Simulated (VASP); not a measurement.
Level of theory: PBE GGA with D3 dispersion (Becke-Johnson damping), VASP's PBE PAW potentials (set 64) (plane waves; VASP 6.6.1).

A VASP calculation is set up with these files.

**INCAR**
```
SYSTEM = WC
PREC = Accurate; ENCUT = 520; LREAL = .FALSE.
LASPH = .TRUE.
EDIFF = 1E-7; NELM = 100; ALGO = Normal
LMAXMIX = 6
ISMEAR = 1; SIGMA = 0.1
GGA = PE; IVDW = 12
IBRION = 2; NSW = 30; ISIF = 4
EDIFFG = -0.01
LWAVE = .FALSE.; LCHARG = .FALSE.
```

KPOINTS:
```
Automatic
0
Gamma
  14 14 13
```

**POSCAR**
```
WC
1.0
  1.4670831389  -2.5410626109   0.0000000000
  1.4670831389   2.5410626109   0.0000000000
  0.0000000000   0.0000000000   2.8619189425
W C
1 1
Cart
  0.0000000000   0.0000000000   0.0000000000
  1.4670831389   0.8470225643   1.4309594713
```

POTCAR, in this order: W_sv C (PBE.64 set). Program: vasp_std.

Output

### OUTCAR
```
 ion  position               nearest neighbor table
   1  0.000  0.000  0.000-   2 2.22   2 2.22   2 2.22   2 2.22   2 2.22   2 2.22
   2  0.333  0.667  0.500-   1 2.22   1 2.22   1 2.22   1 2.22   1 2.22   1 2.22
  LATTYP: Found a hexagonal cell.
 ALAT       =     2.9341663431
 C/A-ratio  =     0.9753771967
 Subroutine PRICEL returns:
 Original cell was already a primitive cell.
 Subroutine GETGRP returns: Found 12 space group operations
The static configuration has the point symmetry D_3h.
The dynamic configuration has the point symmetry D_3h.
 Subroutine INISYM returns: Found 12 space group operations
 Subroutine IBZKPT returns following result:
 Found    168 irreducible k-points:

 Following reciprocal coordinates:
            Coordinates               Weight
  0.000000  0.000000  0.000000      1.000000
  0.071429  0.000000  0.000000      6.000000
  0.142857  0.000000  0.000000      6.000000
  0.214286  0.000000  0.000000      6.000000
  0.285714  0.000000  0.000000      6.000000
  0.357143  0.000000  0.000000      6.000000
  0.428571  0.000000  0.000000      6.000000
  0.500000  0.000000  0.000000      3.000000
...
```

OSZICAR:
```
       N       E                     dE             d eps       ncg     rms          rms(c)
DAV:   1     0.111819751736E+03    0.11182E+03   -0.98712E+03  4376   0.154E+03
DAV:   2    -0.214899737997E+02   -0.13331E+03   -0.12976E+03  5028   0.381E+02
DAV:   3    -0.254942127356E+02   -0.40042E+01   -0.39714E+01  5296   0.611E+01
DAV:   4    -0.255343246637E+02   -0.40112E-01   -0.40043E-01  4808   0.652E+00
DAV:   5    -0.255346664512E+02   -0.34179E-03   -0.34178E-03  5137   0.624E-01    0.308E+01
DAV:   6    -0.225499963896E+02    0.29847E+01   -0.98519E+00  4948   0.319E+01    0.789E+00
DAV:   7    -0.224744538942E+02    0.75542E-01   -0.46403E-01  4583   0.598E+00    0.577E+00
DAV:   8    -0.224477455094E+02    0.26708E-01   -0.81262E-02  4828   0.272E+00    0.828E-01
DAV:   9    -0.224465526166E+02    0.11929E-02   -0.42542E-03  4736   0.520E-01    0.149E-01
DAV:  10    -0.224464922610E+02    0.60356E-04   -0.29737E-04  5143   0.231E-01    0.783E-02
DAV:  11    -0.224464904086E+02    0.18525E-05   -0.25367E-05  4708   0.463E-02    0.115E-02
DAV:  12    -0.224464890480E+02    0.13606E-05   -0.60230E-06  4808   0.242E-02    0.368E-03
DAV:  13    -0.224464890864E+02   -0.38345E-07   -0.11886E-07  3104   0.376E-03
   1 F= -.23343980E+02 E0= -.23344009E+02  d E =-.233440E+02
       N       E                     dE             d eps       ncg     rms          rms(c)
DAV:   1    -0.224470063746E+02   -0.51733E-03   -0.18473E-02  4393   0.163E+00    0.114E-01
DAV:   2    -0.224466324170E+02    0.37396E-03   -0.78249E-04  4668   0.278E-01    0.609E-02
DAV:   3    -0.224464951667E+02    0.13725E-03   -0.27800E-04  4708   0.153E-01    0.200E-02
DAV:   4    -0.224464934533E+02    0.17134E-05   -0.12729E-05  4853   0.350E-02    0.887E-03
DAV:   5    -0.224464930479E+02    0.40543E-06   -0.11606E-06  4668   0.105E-02    0.192E-03
DAV:   6    -0.224464929744E+02    0.73507E-07   -0.14621E-07  2893   0.393E-03
   2 F= -.23343960E+02 E0= -.23343985E+02  d E =0.203382E-04
       N       E                     dE             d eps       ncg     rms          rms(c)
DAV:   1    -0.224466933402E+02   -0.20029E-03   -0.57462E-03  4378   0.909E-01    0.634E-02
DAV:   2    -0.224465765079E+02    0.11683E-03   -0.24336E-04  4658   0.155E-01    0.340E-02
DAV:   3    -0.224465334707E+02    0.43037E-04   -0.88006E-05  4713   0.860E-02    0.109E-02
DAV:   4    -0.224465331744E+02    0.29632E-06   -0.38688E-06  4838   0.193E-02    0.488E-03
DAV:   5    -0.224465331904E+02   -0.16054E-07   -0.35299E-07  4533   0.575E-03
   3 F= -.23344014E+02 E0= -.23344041E+02  d E =-.332498E-04
```

File OUTCAR:
```
------------------------ aborting loop because EDIFF is reached ----------------------------------------
 Edisp (eV)   -0.89748
  FORCE on cell =-STRESS in cart. coord.  units (eV):
  Direction    XX          YY          ZZ          XY          YZ          ZX
  --------------------------------------------------------------------------------------
  Total      -1.46669    -1.46669    -1.46282     0.00000    -0.00000    -0.00000
  in kB    -110.12645  -110.12645  -109.83613     0.00000    -0.00000    -0.00000
  external pressure =     -110.03 kB  Pullay stress =        0.00 kB
  volume of cell :       21.34
      direct lattice vectors                 reciprocal lattice vectors
     1.467589661 -2.541939930  0.000000000     0.340694687 -0.196700164  0.000000000
     1.467589661  2.541939930  0.000000000     0.340694687  0.196700164 -0.000000000
     0.000000000  0.000000000  2.859943768    -0.000000000  0.000000000  0.349657224
 POSITION                                       TOTAL-FORCE (eV/Angst)
 -----------------------------------------------------------------------------------
      0.00000      0.00000      2.85994         0.000000     -0.000000      0.000000
      1.46759      0.84732      1.42997        -0.000000      0.000000      0.000000
 -----------------------------------------------------------------------------------
    total drift:                                0.000000     -0.000390      0.000000
  FREE ENERGIE OF THE ION-ELECTRON SYSTEM (eV)
  ---------------------------------------------------
  free  energy   TOTEN  =       -23.3440136544 eV

  energy  without entropy=      -23.3440967799  energy(sigma->0) =      -23.34404136

 reached required accuracy - stopping structural energy minimisation
```
(Selected blocks of OUTCAR.)

### CONTCAR
```
WC
   1.00000000000000
     1.4675896609025219   -2.5419399304554298    0.0000000000000000
     1.4675896609025219    2.5419399304554298    0.0000000000000000
     0.0000000000000000    0.0000000000000000    2.8599437679930393
  W               C
     1     1
Direct
     0.0000000000000000    0.0000000000000000    1.0000000000000000
     0.3333330000000032    0.6666669999999968    0.5000000000000000
```

OUTCAR:
```
 val. band max:       10.6591689428   @ k =   0.0714   0.0714   0.3846

 cond. band min:      10.6943396022   @ k =   0.5000   0.0000   0.3846


 Fermi energy:        10.6714691477

 k-point     1 :       0.0000    0.0000    0.0000
  band No.  band energies     occupation
      1     -63.3819      2.00000
      2     -27.3589      2.00000
      3     -27.2712      2.00000
      4     -27.2712      2.00000
      5      -3.5537      2.00000
      6       6.5292      2.00000
      7       7.4549      2.00000
      8       7.4550      2.00000
      9      10.7819     -0.06571
     10      13.7914      0.00000
     11      13.7914      0.00000
     12      16.1581      0.00000
     13      16.1581      0.00000

 k-point     2 :       0.0714    0.0000    0.0000
  band No.  band energies     occupation
      1     -63.3794      2.00000
      2     -27.3540      2.00000
      3     -27.3093      2.00000
      4     -27.2799      2.00000
      5      -3.4245      2.00000
      6       6.5674      2.00000
      7       7.2731      2.00000
      8       7.5753      2.00000
      9      10.3911      2.00054
     10      13.7455      0.00000
     11      14.2272      0.00000
     12      15.8787      0.00000
     13      16.0654      0.00000

 k-point     3 :       0.1429    0.0000    0.0000
  band No.  band energies     occupation
      1     -63.3723      2.00000
      2     -27.4149      2.00000
      3     -27.3404      2.00000
      4     -27.3040      2.00000
      5      -3.0531      2.00000
      6       6.3403      2.00000
      7       7.1643      2.00000
      8       7.9209      2.00000
      9       9.6109      2.00000
     10      13.6193      0.00000
     11      15.1154      0.00000
     12      15.2217      0.00000
     13      15.8269      0.00000

 k-point     4 :       0.2143    0.0000    0.0000
  band No.  band energies     occupation
      1     -63.3622      2.00000
      2     -27.5646      2.00000
      3     -27.3388      2.00000
...
```

Unless said otherwise, spin-orbit coupling is left out, though it shifts the bands of the heavy elements here.

The compound is WC in the wc structure. This cell is one point of a volume scan, at 1.03 of the reference volume. Symmetry was kept, so distortions that lower it aren't found.
